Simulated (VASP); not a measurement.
Input:

```
CELL_PARAMETERS angstrom
      3.73247     0.00000     0.00000
      0.00000     3.80864     0.00000
      0.00000     0.00000     4.63427
ATOMIC_POSITIONS crystal
  Sn 0.50000 0.00000 0.75600
  Sn 0.00000 0.50000 0.24400
  O  0.50000 0.50000 0.00000
  O  0.00000 0.00000 0.00000
```

The numbers are results of PBEsol GGA, VASP's PBE PAW potentials (set 64) (plane waves; VASP), not measurements. Numerical set-up: 600 eV cut-off, 6×6×4 Γ-centred mesh, Gaussian smearing of 0.050 eV, potentials Sn_d O.

Without a dispersion term in the relaxation, distances and binding between the weakly bound layers, chains or molecules are unreliable, and so is what depends on them.

Task: Give the force on each atom (eV/Å).

Result: 
```csv
atom,Fx,Fy,Fz
Sn1,0.000,0.000,-0.695
Sn2,0.000,0.000,0.695
O3,0.000,0.000,-0.167
O4,0.000,0.000,0.167
```

Task: Give the stress tensor in GPa (positive for a compressed cell).

Result: 
```
4.70  0.00  0.00
0.00  3.08  0.00
0.00  0.00  4.24
```
The pressure is its mean diagonal, 4.01 GPa.

The compound is SnO in the litharge structure. This cell was strained or had an atom moved on purpose. The k-mesh is coarse (spacing up to 0.34 per Å, 2π included), so the numbers may not be converged in it.
